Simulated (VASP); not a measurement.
Consider the following.

```xyz
6
Lattice="1.7994 -3.1166 0.0000 1.7994 3.1166 0.0000 0.0000 0.0000 14.9440" Properties=species:S:1:pos:R:3 pbc="T T T"
Te     1.7994     1.0389    13.0362
Te     1.7994    -1.0389     5.5642
Te     1.7994    -1.0389     1.9079
Te     1.7994     1.0389     9.3799
Mo     1.7994     1.0389     3.7360
Mo     1.7994    -1.0389    11.2080
```

Level of theory: PW91 GGA, VASP's PBE PAW potentials (set 64) (plane waves; VASP 6.6.1). Settings: 520 eV cut-off, 7×7×2 Γ-centred mesh, Gaussian smearing of 0.050 eV, potentials Te Mo_sv.

Without a dispersion term in the relaxation, distances and binding between the weakly bound layers, chains or molecules are unreliable, and so is what depends on them.

Q: The ions and cell shape at fixed volume are relaxed. Give the cell that the relaxation ends in.

A: 
```xyz
6
Lattice="1.7828 -3.0880 0.0000 1.7828 3.0880 0.0000 0.0000 0.0000 15.2221" Properties=species:S:1:pos:R:3 pbc="T T T"
Te     1.7828     1.0293    13.2266
Te     1.7828    -1.0293     5.6155
Te     1.7828    -1.0293     1.9955
Te     1.7828     1.0293     9.6066
Mo     1.7828     1.0293     3.8055
Mo     1.7828    -1.0293    11.4166
```
Space group P6_3/mmc (194), at a tolerance of 0.03 Å.

Q: How much energy does the relaxation gain?

A: The energy (σ→0) changes by -6.0 meV/atom, in 7 ionic steps.

The compound is MoTe2 in the 2H layered structure. This cell is one point of a volume scan, at 1.03 of the reference volume. Symmetry was kept, so distortions that lower it aren't found.
